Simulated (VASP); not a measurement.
Given:

```
ZrC
1.0
    0.00000     2.39671     2.39671
    2.39671     0.00000     2.39671
    2.39671     2.39671     0.00000
Zr C
1 1
Cartesian
  0.00000   0.00000   0.00000
  2.39671   2.39671   2.39671
```

The numbers are results of vdW-DF2, VASP's PBE PAW potentials (set 64) (plane waves; VASP), not measurements. Run with 520 eV cut-off, 12×12×12 Γ-centred mesh, first-order Methfessel-Paxton smearing of 0.10 eV, potentials Zr_sv C.

Task: Predict the energy per atom (σ→0), band gap (on the k-mesh) with the smallest direct gap where there is one.

Result: 
| Item | Value |
|---|---|
| band gap (on the k-mesh) | none (metal, semimetal or under 0.01 eV) |
| energy per atom (σ→0) | -7.212 eV/atom |

Only differences to runs with the same potentials and settings are physical.

The compound is ZrC in the rock salt structure. It was relaxed first, which changed the volume by +6 %. The start is the result of an earlier pass.
